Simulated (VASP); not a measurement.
Runs of VASP 6.6.1 on Ru. Symmetry: P6_3/mmc, No. 194, hexagonal system. The conventional cell has a = 2.695 Å, b = 2.695 Å, c = 4.271 Å, α = 90.00°, β = 90.00°, γ = 120.00°. Ru (site symmetry -6m2) has 12 Ru at 2.64 to 2.70 Å as nearest neighbours. 

| task | level | cell | cutoff (eV) | gap on the mesh (eV) | pressure (GPa) | relaxed volume (Å³/atom) |
| --- | --- | --- | --- | --- | --- | --- |
| relaxation of cell and atoms | PBE+D3(BJ) | relaxed | 600 | none | 0.0 | 13.44 |
| band structure | PBE | P6_3/mmc, 13.76 Å³/atom | 520 | - | 0.0 | - |
| band structure | PBE+D3(BJ) | P6_3/mmc, 13.44 Å³/atom | 520 | - | 0.0 | - |
| relaxation of cell and atoms | PBE | relaxed | 600 | none | 0.0 | (a) |

Alike in all rows: potentials or basis VASP PAW PBE potentials, release 64 (Ru_pv); no spin polarisation; k mesh 15 × 15 × 9; smearing methfessel-paxton 0.1 eV.

**Question.** Fill in the values left out.

**Answer.** (a) 13.75.

Caveats: pairwise dispersion overbinds metals, which lowers pressure and volume (some runs).

A k mesh can miss the band edges, and the runs leave out spin-orbit coupling on Ru.

A gap of «none» marks a metal or a gap under the smearing width.
